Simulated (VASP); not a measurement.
Calculation: PW91 GGA, VASP's PBE PAW potentials (set 64) (plane waves; VASP).

VASP input:

KPOINTS:
```
Automatic mesh
0
Gamma
9 9 9
0 0 0
```

### INCAR
```
SYSTEM = MgS
PREC = Accurate
ENCUT = 520
EDIFF = 1E-7
NELM = 100
ALGO = Normal
LREAL = .FALSE.
LASPH = .TRUE.
ISMEAR = 0
SIGMA = 0.05
GGA = 91
LWAVE = .FALSE.
LCHARG = .FALSE.
ISIF = 2
```

### POSCAR
```
MgS
1
    0.0000000000     2.6625425590     2.6625425590
    2.6625425590     0.0000000000     2.6625425590
    2.6625425590     2.6625425590     0.0000000000
Mg S
1 1
Direct
  0.0000000000   0.0000000000   0.0000000000
  0.5000000000   0.5000000000   0.5000000000
```

POTCAR, in this order: Mg S (PBE.64 set). Program: vasp_std.

Problem. What does the run give for the energy per atom (σ→0), pressure?

Solution. 
energy per atom (σ→0): -4.270 eV/atom
pressure: -38.7 kbar

**OSZICAR**
```
...
DAV:   6    -0.858226709659E+01    0.41069E+00   -0.11363E+00   584   0.512E+00    0.317E+00
DAV:   7    -0.854114684516E+01    0.41120E-01   -0.23810E-01   728   0.252E+00    0.227E+00
DAV:   8    -0.854043535309E+01    0.71149E-03   -0.13765E-02   632   0.100E+00    0.955E-01
DAV:   9    -0.854019468910E+01    0.24066E-03   -0.77098E-04   672   0.213E-01    0.301E-01
DAV:  10    -0.854021812028E+01   -0.23431E-04   -0.13637E-04   808   0.721E-02    0.223E-02
DAV:  11    -0.854021822366E+01   -0.10338E-06   -0.10755E-05   688   0.180E-02    0.131E-02
DAV:  12    -0.854021817650E+01    0.47165E-07   -0.23484E-07   816   0.398E-03
   1 F= -.85402182E+01 E0= -.85402182E+01  d E =-.491585E-14
```

The compound is MgS in the rock salt structure. This cell is one point of a volume scan, at 1.06 of the reference volume.
